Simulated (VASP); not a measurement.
Output of a VASP run:

**OUTCAR**
```
 ion  position               nearest neighbor table
   1  0.154  0.160  0.192-   4 2.66   3 2.68   3 2.69   5 2.69   6 2.70   5 2.72   4 2.73   3 2.79
  LATTYP: Found a base centered monoclinic cell.
 ALAT       =     9.3680000000
 B/A-ratio  =     0.3625106746
 C/A-ratio  =     0.8325149793
 COS(beta)  =    -0.4912078266
 Subroutine PRICEL returns:
 Original cell was already a primitive cell.
 Subroutine GETGRP returns: Found  1 space group operations
The static configuration has the point symmetry C_1 .
The dynamic configuration has the point symmetry C_1 .
 Subroutine INISYM returns: Found  1 space group operations
 Subroutine IBZKPT returns following result:
 Found     20 irreducible k-points:

 Following reciprocal coordinates:
            Coordinates               Weight
  0.000000  0.000000  0.000000      1.000000
  0.250000 -0.000000  0.000000      2.000000
  0.000000 -0.250000 -0.000000      2.000000
  0.500000 -0.000000  0.000000      1.000000
 -0.000000  0.500000  0.000000      1.000000
  0.250000  0.250000  0.000000      2.000000
  0.500000  0.250000  0.000000      2.000000
 -0.250000  0.500000  0.000000      2.000000
 -0.250000  0.250000  0.000000      2.000000
  0.500000  0.500000  0.000000      1.000000
  0.000000  0.000000  0.500000      1.000000
  0.250000 -0.000000  0.500000      2.000000
  0.000000 -0.250000  0.500000      2.000000
  0.500000 -0.000000  0.500000      1.000000
 -0.000000  0.500000  0.500000      1.000000
  0.250000  0.250000  0.500000      2.000000
  0.500000  0.250000  0.500000      2.000000
 -0.250000  0.500000  0.500000      2.000000
 -0.250000  0.250000  0.500000      2.000000
  0.500000  0.500000  0.500000      1.000000
   k-points           NKPTS =     20   k-points in BZ     NKDIM =     20   number of bands    NBANDS=     27
   number of dos      NEDOS =    301   number of ions     NIONS =      6
   total plane-waves  NPLWV =  37632
   dimension x,y,z NGX =    28 NGY =   28 NGZ =   48
   dimension x,y,z NGXF=    56 NGYF=   56 NGZF=   96
   ions per type =               2   4
   PREC   = accura    normal or accurate (medium, high low for compatibility)
   ISTART =      0    job   : 0-new  1-cont  2-samecut
   ICHARG =      2    charge: 1-file 2-atom 10-const
   ISPIN  =      1    spin polarized calculation?
   LNONCOLLINEAR =      F non collinear calculations
   LSORBIT =      F    spin-orbit coupling
   INIWAV =      1    electr: 0-lowe 1-rand  2-diag
   ENCUT  =  300.0 eV  22.05 Ry    4.70 a.u.   7.04  7.04 11.01*2*pi/ulx,y,z
   NELM   =    100;   NELMIN=  2; NELMDL= -5     # of ELM steps
   EDIFF  = 0.1E-05   stopping-criterion for ELM
   LREAL  =      F    real-space projection
   NLSPLINE    = F    spline interpolate recip. space projectors
   LMAXMIX     =    4 max onsite mixed and CHGCAR
   VOSKOWN=      0    Vosko Wilk Nusair interpolation
   EDIFFG = 0.1E-04   stopping-criterion for IOM
   NSW    =      0    number of steps for IOM
   NBLOCK =      1;   KBLOCK =      1    inner block; outer block
   IBRION =     -1    ionic relax: 0-MD 1-quasi-New 2-CG
   NFREE  =      0    steps in history (QN), initial steepest desc. (CG)
   ISIF   =      2    stress and relaxation
   ISYM   =      2    0-nonsym 1-usesym 2-fastsym
   TEIN   =    0.0    initial temperature
   TEBEG  =    0.0;   TEEND  =   0.0 temperature during run
   SMASS  =  -3.00    Nose mass-parameter (am)
   PSTRESS=    0.0 pullay stress
   NELECT =      46.0000    total number of electrons
   EFERMI =   0.00;   METHOD = LEGACY
   ISMEAR =    -1;   SIGMA  =   0.05  broadening in eV -4-tet -1-fermi 0-gaus
   IALGO  =     38    algorithm
   LDIAG  =      T    sub-space diagonalisation (order eigenvalues)
   IMIX   =      4    mixing-type and parameters
     AMIX     =   0.40;   BMIX     =  1.00
     AMIX_MAG =   1.60;   BMIX_MAG =  1.00
     AMIN     =   0.10
   GGA     = CA    functional components
   VOSKOWN =     0    Vosko Wilk Nusair interpolation
...
```

### OSZICAR
```
       N       E                     dE             d eps       ncg     rms          rms(c)
DAV:   1     0.290883038396E+03    0.29088E+03   -0.17699E+04  1176   0.108E+03
DAV:   2    -0.210112259993E+02   -0.31189E+03   -0.30511E+03  1520   0.423E+02
DAV:   3    -0.474122627397E+02   -0.26401E+02   -0.26043E+02  1848   0.920E+01
DAV:   4    -0.493389682879E+02   -0.19267E+01   -0.19185E+01  1696   0.222E+01
DAV:   5    -0.494082366239E+02   -0.69268E-01   -0.68876E-01  1837   0.429E+00    0.117E+01
DAV:   6    -0.478209446654E+02    0.15873E+01   -0.14810E+01  1704   0.202E+01    0.429E+00
DAV:   7    -0.475440504726E+02    0.27689E+00   -0.23232E+00  1920   0.785E+00    0.301E+00
DAV:   8    -0.474860485478E+02    0.58002E-01   -0.22301E-01  1568   0.314E+00    0.644E-01
DAV:   9    -0.474852108154E+02    0.83773E-03   -0.40804E-02  1800   0.137E+00    0.354E-01
DAV:  10    -0.474838152411E+02    0.13956E-02   -0.11629E-02  1752   0.840E-01    0.205E-01
DAV:  11    -0.474836098464E+02    0.20539E-03   -0.27877E-03  1704   0.414E-01    0.526E-02
DAV:  12    -0.474835885619E+02    0.21284E-04   -0.39743E-04  1856   0.130E-01    0.224E-02
DAV:  13    -0.474835858910E+02    0.26709E-05   -0.34005E-05  1704   0.424E-02    0.480E-03
DAV:  14    -0.474835858719E+02    0.19068E-07   -0.32041E-06   997   0.108E-02
   1 F= -.47483586E+02 E0= -.47481093E+02  d E =-.498566E-02
```

**OUTCAR**
```
------------------------ aborting loop because EDIFF is reached ----------------------------------------
  FORCE on cell =-STRESS in cart. coord.  units (eV):
  Direction    XX          YY          ZZ          XY          YZ          ZX
  --------------------------------------------------------------------------------------
  Total       -3.1390450     -3.4874422     -3.1713559      0.2853663     -0.5374186     -0.4393110
  in kB      -46.5420292    -51.7076489    -47.0210969      4.2310721     -7.9682038     -6.5135821
  external PRESSURE =     -48.4235916 kB  Pullay stress =       0.0000000 kB
  volume of cell :      108.06
      direct lattice vectors                 reciprocal lattice vectors
     4.684000000 -1.698000000  0.000000000     0.106746371 -0.294464075  0.060197589
     4.684000000  1.698000000  0.000000000     0.106746371  0.294464075  0.060197589
    -3.830930000  0.000000000  6.793260000     0.000000000  0.000000000  0.147204729
 POSITION                                       TOTAL-FORCE (eV/Angst)
 -----------------------------------------------------------------------------------
      0.73365      0.00934      1.30441        -0.406381     -0.109319      0.635044
      4.76728     -0.01072      5.43277         1.163216      0.201547      0.460317
      3.35429      0.09132      0.72553         0.545606     -0.592749     -0.094402
      2.21011     -0.04523      6.10205        -1.073768      0.302087     -0.342390
      6.26375     -0.01920      3.22982        -0.584803      0.083203     -0.477899
     -0.71789     -0.02551      3.58520         0.356131      0.115232     -0.180670
 -----------------------------------------------------------------------------------
    total drift:                               -0.000194      0.000032      0.000054
  FREE ENERGIE OF THE ION-ELECTRON SYSTEM (eV)
  ---------------------------------------------------
  free  energy   TOTEN  =       -47.4835858719 eV

  energy  without entropy=      -47.4786002126  energy(sigma->0) =      -47.48109304
```
(Selected blocks of OUTCAR.)

### POSCAR
```
NbAs2
1
    4.6840000000    -1.6980000000     0.0000000000
    4.6840000000     1.6980000000     0.0000000000
   -3.8309300000     0.0000000000     6.7932600000
Nb As
2 4
Direct
  0.1540870000   0.1595880000   0.1920160000
  0.8390870000   0.8327730000   0.7997300000
  0.3748430000   0.4286240000   0.1068010000
  0.6165700000   0.5899300000   0.8982510000
  0.8687130000   0.8574080000   0.4754450000
  0.1467000000   0.1316760000   0.5277580000
```

Task: Write an INCAR and KPOINTS that could have produced this output.

Result: One answer among several that fit: the input of the run itself, LDA (Ceperley-Alder, Perdew-Zunger), plane waves, VASP's LDA PAW potentials (set 64).

File KPOINTS:
```
Automatic
0
Gamma
  4 4 2
0 0 0
```

**INCAR**
```
# general
SYSTEM =NbAs2
PREC   =Accurate
ENCUT  =300
LREAL  =F   # projection in real space or not
LASPH  =T

# electronic loop
EDIFF  =1E-6   # SCF stop (eV)
NELM   =100
ALGO   =Normal
LMAXMIX=4

# smearing
ISMEAR =-1   # Fermi-Dirac
SIGMA  =0.05

# ions
ISIF   =2

# output
LWAVE  =F
LCHARG =F
```

POTCAR, in this order: Nb_sv As (LDA.64 set). Program: vasp_std.

At this cut-off the stress carries a Pulay error, which pulls relaxed volumes low.

The structure comes from a measured NbAs2 entry of the Crystallography Open Database, whose conditions weren't checked. The cell was not relaxed at this level, atoms are displaced from their ideal sites. The k-mesh is coarse (spacing up to 0.50 per Å, 2π included), so the numbers may not be converged in it.
